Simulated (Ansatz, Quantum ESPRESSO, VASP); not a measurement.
Zn7Tc (Fm-3m, 8 atoms in the cell) computed with different codes at matched settings

Self-consistent single point.

```xyz
8
Lattice="0.0000 3.8229 3.8229 3.8229 0.0000 3.8229 3.8229 3.8229 0.0000" Properties=species:S:1:pos:R:3 pbc="T T T"
Zn     0.0000     1.9115     1.9115
Zn     1.9115     3.8229     1.9115
Zn     3.8229     1.9115     1.9115
Zn     1.9115     0.0000     1.9115
Zn     1.9115     1.9115     3.8229
Zn     1.9115     1.9115     0.0000
Zn     3.8229     3.8229     3.8229
Tc     0.0000     0.0000     0.0000
```

All programs got the same cell, k-point mesh and kind of occupations (in Ansatz's words: kpoints.mp_grid.grid = 6 6 6; scf.occupations.method = fermi_dirac; scf.occupations.width = 0.1 eV); potentials, basis and cutoffs are each program's usual ones.

```json
[
 {"code": "VASP", "model": "PBEsol, VASP's PBE PAW potentials (set 64)", "pressure (GPa)": "-1.85", "cutoff": "300 eV"},
 {"code": "Ansatz", "model": "PBEsol, PAW files", "pressure (GPa)": "-2.00", "cutoff": "500 eV"},
 {"code": "Quantum ESPRESSO", "model": "PBEsol, PseudoDojo standard norm-conserving (PBESOL) pseudopotentials", "pressure (GPa)": "-2.06", "cutoff": "85 Ry"}
]
```

The spread over the programs that give each value: pressure within 0.21 GPa.

The starting cell comes from a database of computed structures (which also holds hypothetical and non-ambient phases and stackings), without a prior relaxation at this level. On Ansatz's run: Spin polarisation is off.

Why do the programs differ, and what cannot be compared?

Differences of this kind can come from the potentials, where these differ, and from what each basis and cutoff leave unconverged. The valence holds different numbers of electrons (VASP 97, Ansatz (a quantum-chemistry and plane-wave program) 99, Quantum ESPRESSO 155). The zero of total energies and Fermi levels follows the potentials and each program's conventions, so they are not compared here. Ansatz's pressure is given at a fixed set of plane waves, as the other plane-wave codes print theirs; with its correction for the finite basis it is -1.96 GPa.

VASP's run is marked for a possible Pulay error in its stress at this cutoff; no cutoff test was made.

Left out of this page: ABINIT (stopped by limits of time or memory); Elk (unsound by tests on forces, stress, charge or solver warnings); FLEUR and SIESTA (not drawn, or without a comparable value).

Keys are those of Ansatz 0.2.
